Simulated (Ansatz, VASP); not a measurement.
# HfO2: VASP beside Ansatz, part 3 of 3

One calculation is typed for both programs; each brings its own data sets. How far apart do they land? The cell is taken from a series of runs on this material, whose earlier steps may have relaxed, scaled, displaced or heated it; both programs get it as it stands.

VASP 6.6.1 and Ansatz 0.2.0.

So far: The starting structure; Ansatz: zone-centre phonons, LDA; VASP: zone-centre phonons, LDA.

**3. VASP: zone-centre phonons, LDA (continued)**

Level of this step: LDA; plane waves and PAW (O, Hf_pv) (VASP).

Numbers of over 12 decimals in the logs are rounded to 6 here.

Parts of OUTCAR (step 3):

```text
ion  position               nearest neighbor table
   1  0.443  0.761  0.486-   9 2.09  10 2.14  12 2.16  11 2.17
   2  0.557  0.261  0.014-  10 2.09   9 2.14  11 2.16  12 2.17
   3  0.557  0.239  0.514-  11 2.09  12 2.14  10 2.16   9 2.17
   4  0.443  0.739  0.986-  12 2.09  11 2.14   9 2.16  10 2.17
   5  0.086  0.364  0.318-  10 2.01   9 2.03  12 2.13
   6  0.914  0.864  0.182-   9 2.01  10 2.03  11 2.13
   7  0.914  0.636  0.682-  12 2.01  11 2.03  10 2.13
   8  0.086  0.136  0.818-  11 2.01  12 2.03   9 2.13
   9  0.278  0.041  0.210-   6 2.01   5 2.03   1 2.09   8 2.13   2 2.14   4 2.16   3 2.17  11 3.25
                            11 3.31  12 3.33  12 3.33  10 3.37  10 3.37  11 3.43  10 3.84  10 3.84
  10  0.722  0.541  0.290-   5 2.01   6 2.03   2 2.09   7 2.13   1 2.14   3 2.16   4 2.17  12 3.25
                            12 3.31  11 3.33  11 3.33   9 3.37   9 3.37  12 3.43   9 3.84   9 3.84
  11  0.722  0.959  0.790-   8 2.01   7 2.03   3 2.09   6 2.13   4 2.14   2 2.16   1 2.17   9 3.25
                             9 3.31  10 3.33  10 3.33  12 3.37  12 3.37   9 3.43  12 3.84  12 3.84
  12  0.278  0.459  0.710-   7 2.01   8 2.03   4 2.09   5 2.13   3 2.14   1 2.16   2 2.17  10 3.25
                            10 3.31   9 3.33   9 3.33  11 3.37  11 3.37  10 3.43  11 3.84  11 3.84

  LATTYP: Found a simple monoclinic cell.
 ALAT       =     4.9594857852
 B/A-ratio  =     1.0362498797
 C/A-ratio  =     1.0250398815
 COS(beta)  =    -0.1487785066

 Subroutine GETGRP returns: Found  4 space group operations
 (whereof  2 operations were pure point group operations)

The static configuration has the point symmetry S_2 .
 The point group associated with its full space group is C_2h.

 Found     30 irreducible k-points:

   k-points           NKPTS =     30   k-points in BZ     NKDIM =     30   number of bands    NBANDS=     56

   dimension x,y,z NGX =    40 NGY =   42 NGZ =   42
   dimension x,y,z NGXF=    80 NGYF=   84 NGZF=   84

   ENCUT  =  600.0 eV  44.10 Ry    6.64 a.u.   9.91 10.26 10.15*2*pi/ulx,y,z

   NELECT =      88.0000    total number of electrons

 k-points in reciprocal lattice and weights: Automatic mesh
   0.00000000  0.00000000  0.00000000       0.016
   0.25000000  0.00000000  0.00000000       0.031
   0.50000000  0.00000000  0.00000000       0.016
   0.00000000  0.25000000  0.00000000       0.031
   0.25000000  0.25000000  0.00000000       0.062
   0.50000000  0.25000000  0.00000000       0.031
   0.00000000  0.50000000  0.00000000       0.016
   0.25000000  0.50000000  0.00000000       0.031
   0.50000000  0.50000000  0.00000000       0.016
[...]
0.25000000  0.50000000  0.50000000       0.031
   0.50000000  0.50000000  0.50000000       0.016

 average (electrostatic) potential at core
       1 -71.2295       2 -71.2295       3 -71.2295       4 -71.2295       5 -70.7327
       6 -70.7327       7 -70.7327       8 -70.7327       9 -37.1957      10 -37.1957
      11 -37.1957      12 -37.1957

   2 f  =   22.825932 THz   143.419561 2PiTHz  761.391139 cm-1    94.400427 meV
             X         Y         Z           dx          dy          dz
      1.810694  3.911098  2.458029    -0.223009    0.030356   -0.055635
      2.751597  1.341464  0.089885    -0.223009   -0.030356   -0.055635
      2.354542  1.228169  2.600518    -0.223009    0.030356   -0.055635
      1.413639  3.797802  4.968661    -0.223009   -0.030356   -0.055635
      0.172167  1.869716  1.598924     0.356469   -0.255448    0.046013
      4.390124  4.439349  0.948990     0.356469    0.255448    0.046013
      3.993069  3.269551  3.459622     0.356469   -0.255448    0.046013
     -0.224888  0.699917  4.109557     0.356469    0.255448    0.046013
      1.212068  0.210560  1.064120    -0.040025   -0.014103    0.002878
      3.350222  2.780193  1.483794    -0.040025    0.014103    0.002878
      2.953167  4.928707  3.994426    -0.040025   -0.014103    0.002878
      0.815013  2.359073  3.574753    -0.040025    0.014103    0.002878

   3 f  =   20.870055 THz   131.130420 2PiTHz  696.150087 cm-1    86.311572 meV
             X         Y         Z           dx          dy          dz
      1.810694  3.911098  2.458029    -0.020898   -0.106054    0.463236
      2.751597  1.341464  0.089885     0.020898   -0.106054   -0.463236
      2.354542  1.228169  2.600518    -0.020898   -0.106054    0.463236
      1.413639  3.797802  4.968661     0.020898   -0.106054   -0.463236
      0.172167  1.869716  1.598924    -0.072845    0.091214    0.098389
      4.390124  4.439349  0.948990     0.072845    0.091214   -0.098389
      3.993069  3.269551  3.459622    -0.072845    0.091214    0.098389
     -0.224888  0.699917  4.109557     0.072845    0.091214   -0.098389
      1.212068  0.210560  1.064120    -0.019696    0.004483    0.003610
      3.350222  2.780193  1.483794     0.019696    0.004483   -0.003610
      2.953167  4.928707  3.994426    -0.019696    0.004483    0.003610
      0.815013  2.359073  3.574753     0.019696    0.004483   -0.003610

   4 f  =   20.573920 THz   129.269753 2PiTHz  686.272109 cm-1    85.086859 meV
             X         Y         Z           dx          dy          dz
      1.810694  3.911098  2.458029     0.100732   -0.137135    0.085809
      2.751597  1.341464  0.089885    -0.100732   -0.137135   -0.085809
      2.354542  1.228169  2.600518    -0.100732    0.137135   -0.085809
      1.413639  3.797802  4.968661     0.100732    0.137135    0.085809
      0.172167  1.869716  1.598924     0.369169   -0.268743   -0.055561
      4.390124  4.439349  0.948990    -0.369169   -0.268743    0.055561
      3.993069  3.269551  3.459622    -0.369169    0.268743    0.055561
     -0.224888  0.699917  4.109557     0.369169    0.268743   -0.055561
      1.212068  0.210560  1.064120     0.001852    0.045043   -0.007489
      3.350222  2.780193  1.483794    -0.001852    0.045043    0.007489
      2.953167  4.928707  3.994426    -0.001852   -0.045043    0.007489
      0.815013  2.359073  3.574753     0.001852   -0.045043   -0.007489

   5 f  =   20.195993 THz   126.895166 2PiTHz  673.665810 cm-1    83.523878 meV
             X         Y         Z           dx          dy          dz
      1.810694  3.911098  2.458029    -0.042169    0.329996   -0.320019
      2.751597  1.341464  0.089885    -0.042169   -0.329996   -0.320019
      2.354542  1.228169  2.600518     0.042169   -0.329996    0.320019
      1.413639  3.797802  4.968661     0.042169    0.329996    0.320019
      0.172167  1.869716  1.598924    -0.172210    0.064827   -0.043423
      4.390124  4.439349  0.948990    -0.172210   -0.064827   -0.043423
      3.993069  3.269551  3.459622     0.172210   -0.064827    0.043423
     -0.224888  0.699917  4.109557     0.172210    0.064827    0.043423
      1.212068  0.210560  1.064120     0.028361   -0.018608    0.004140
      3.350222  2.780193  1.483794     0.028361    0.018608    0.004140
      2.953167  4.928707  3.994426    -0.028361    0.018608   -0.004140
      0.815013  2.359073  3.574753    -0.028361   -0.018608   -0.004140

   6 f  =   18.912213 THz   118.828937 2PiTHz  630.843511 cm-1    78.214592 meV
             X         Y         Z           dx          dy          dz
      1.810694  3.911098  2.458029    -0.130383    0.068209    0.086048
      2.751597  1.341464  0.089885     0.130383    0.068209   -0.086048
      2.354542  1.228169  2.600518    -0.130383    0.068209    0.086048
      1.413639  3.797802  4.968661     0.130383    0.068209   -0.086048
      0.172167  1.869716  1.598924     0.396437   -0.209047    0.129998
      4.390124  4.439349  0.948990    -0.396437   -0.209047   -0.129998
      3.993069  3.269551  3.459622     0.396437   -0.209047    0.129998
     -0.224888  0.699917  4.109557    -0.396437   -0.209047   -0.129998
      1.212068  0.210560  1.064120     0.024700    0.042097    0.028263
      3.350222  2.780193  1.483794    -0.024700    0.042097   -0.028263
      2.953167  4.928707  3.994426     0.024700    0.042097    0.028263
      0.815013  2.359073  3.574753    -0.024700    0.042097   -0.028263

   7 f  =   17.898204 THz   112.457733 2PiTHz  597.019825 cm-1    74.020991 meV
             X         Y         Z           dx          dy          dz
      1.810694  3.911098  2.458029    -0.008318   -0.465199    0.081116
      2.751597  1.341464  0.089885     0.008318   -0.465199   -0.081116
      2.354542  1.228169  2.600518     0.008318    0.465199   -0.081116
      1.413639  3.797802  4.968661    -0.008318    0.465199    0.081116
      0.172167  1.869716  1.598924    -0.098452    0.118477    0.039464
      4.390124  4.439349  0.948990     0.098452    0.118477   -0.039464
      3.993069  3.269551  3.459622     0.098452   -0.118477   -0.039464
     -0.224888  0.699917  4.109557    -0.098452   -0.118477    0.039464
      1.212068  0.210560  1.064120     0.000004    0.003475   -0.040522
      3.350222  2.780193  1.483794    -0.000004    0.003475    0.040522
      2.953167  4.928707  3.994426    -0.000004   -0.003475    0.040522
      0.815013  2.359073  3.574753     0.000004   -0.003475   -0.040522

   8 f  =   17.476728 THz   109.809522 2PiTHz  582.960903 cm-1    72.277908 meV
             X         Y         Z           dx          dy          dz
      1.810694  3.911098  2.458029     0.095811   -0.280962   -0.378286
      2.751597  1.341464  0.089885     0.095811    0.280962   -0.378286
      2.354542  1.228169  2.600518    -0.095811    0.280962    0.378286
      1.413639  3.797802  4.968661    -0.095811   -0.280962    0.378286
      0.172167  1.869716  1.598924     0.124660   -0.041591   -0.006351
      4.390124  4.439349  0.948990     0.124660    0.041591   -0.006351
      3.993069  3.269551  3.459622    -0.124660    0.041591    0.006351
     -0.224888  0.699917  4.109557    -0.124660   -0.041591    0.006351
      1.212068  0.210560  1.064120    -0.030288   -0.022147    0.007903
    [... 421 further lines ...]
      2.953167  4.928707  3.994426    -0.000096   -0.460471    0.000057
      0.815013  2.359073  3.574753     0.000096   -0.460471   -0.000057

 MACROSCOPIC STATIC DIELECTRIC TENSOR IONIC CONTRIBUTION
 ------------------------------------------------------
          13.751855     0.000000     1.101904
           0.000000    12.214922    -0.000000
           1.101904    -0.000000     9.346042
 ------------------------------------------------------

 ELASTIC MODULI CONTR FROM IONIC RELAXATION (kBar)
 Direction    XX          YY          ZZ          XY          YZ          ZX
 --------------------------------------------------------------------------------
 XX       -1614.6149   -258.9401   -715.4580      0.0000     -0.0000    124.7093
 YY        -258.9401   -268.9430   -428.1585      0.0000      0.0000    102.6888
 ZZ        -715.4580   -428.1585  -1839.2375     -0.0000      0.0000    312.1213
 XY           0.0000      0.0000      0.0000   -466.9477     91.7589      0.0000
 YZ          -0.0000      0.0000     -0.0000     91.7589   -204.2220     -0.0000
 ZX         124.7093    102.6888    312.1213      0.0000      0.0000   -368.3122
 --------------------------------------------------------------------------------

 PIEZOELECTRIC TENSOR IONIC CONTR  for field in x, y, z        (C/m^2)
          XX          YY          ZZ          XY          YZ          ZX
  --------------------------------------------------------------------------------
  x     0.00000     0.00000     0.00000    -0.00000     0.00000     0.00000
  y    -0.00000    -0.00000    -0.00000    -0.00000    -0.00000     0.00000
  z    -0.00000    -0.00000    -0.00000     0.00000     0.00000     0.00000
```

Harder data sets than Hf_pv exist (the GW ones), and pressures, volumes and forces can shift noticeably with them.

**4. Side by side**

Known differences besides the potentials themselves: fixed occupations in Ansatz, narrow Gaussian smearing in VASP; the data sets hold 152 valence electrons in Ansatz (on its PAW soft_1 files) and 88 in VASP; the cutoff is 420 eV in Ansatz and 600 eV in VASP; VASP's log shows a relativistic correction to its local exchange, Ansatz's none. Total energies have different zeros and are not compared.

The two programs side by side:

```csv
quantity,Ansatz,VASP,difference
ε∞ xx,5.15,5.08,+1.30 %
ε∞ yy,5.22,5.15,+1.33 %
ε∞ zz,4.81,4.75,+1.15 %
Born charge of O1 (mean of the diagonal) (e),-2.58,-2.56,-0.01
Born charge of Hf9 (mean of the diagonal) (e),5.17,5.15,+0.03
optical mode 1 (cm⁻¹),138.4,139.8,-1.01 %
optical mode 2 (cm⁻¹),141.7,142.5,-0.58 %
optical mode 3 (cm⁻¹),141.7,143.3,-1.13 %
optical mode 4 (cm⁻¹),152.7,153.7,-0.66 %
optical mode 5 (cm⁻¹),172.1,172.7,-0.39 %
optical mode 6 (cm⁻¹),181.1,182.2,-0.61 %
optical mode 7 (cm⁻¹),181.3,188.6,-3.84 %
optical mode 8 (cm⁻¹),246.0,245.4,+0.23 %
optical mode 9 (cm⁻¹),246.2,248.2,-0.78 %
optical mode 10 (cm⁻¹),265.5,265.0,+0.17 %
optical mode 11 (cm⁻¹),273.8,274.2,-0.13 %
optical mode 12 (cm⁻¹),275.2,280.6,-1.92 %
optical mode 13 (cm⁻¹),326.7,325.8,+0.27 %
optical mode 14 (cm⁻¹),350.6,354.8,-1.18 %
optical mode 15 (cm⁻¹),371.2,368.0,+0.88 %
optical mode 16 (cm⁻¹),377.1,374.2,+0.78 %
optical mode 17 (cm⁻¹),394.3,392.2,+0.54 %
optical mode 18 (cm⁻¹),414.1,412.7,+0.33 %
optical mode 19 (cm⁻¹),424.5,423.3,+0.29 %
optical mode 20 (cm⁻¹),430.5,430.8,-0.06 %
optical mode 21 (cm⁻¹),448.8,445.1,+0.83 %
```

Modes are paired by rising frequency, not by their patterns, so a pair may set unlike modes beside each other; they are those without the splitting of longitudinal modes.

**5. Summary of results**

```yaml
r_m_s_difference_of_the_optical_zone_centre_modes_each_program_s_sorted_by_frequency_zone_centre_phonons_lda: 2.3 cm⁻¹
difference_in_optical_mode_7_zone_centre_phonons_lda: -3.8 %
```

In words: The r.m.s. difference of the optical zone-centre modes, each program's sorted by frequency is 2.3 cm⁻¹ (zone-centre phonons, LDA). The data sets hold unlike numbers of valence electrons (152 in Ansatz and 88 in VASP), so part of the differences may come from the potentials. Among the rows given in per cent, the largest difference of the zone-centre phonons, LDA pair is in optical mode 7, -3.8 %. Such differences can come from data sets, numerical settings and the points named under the comparisons, not from the functional's error against experiment.

[Lines on the potential files, build, host, timing and source positions are cut from VASP's logs without a mark.]

[Logs are printed without paths, hosts, clocks, repeated set-up lines and the standing remarks that a program may print on its own settings, such as how far it seeks lower states.]

[Hosts, paths, dates, database ids (printed as entryN), source tags and the programs' standing remarks are cut or masked in the printed files.]
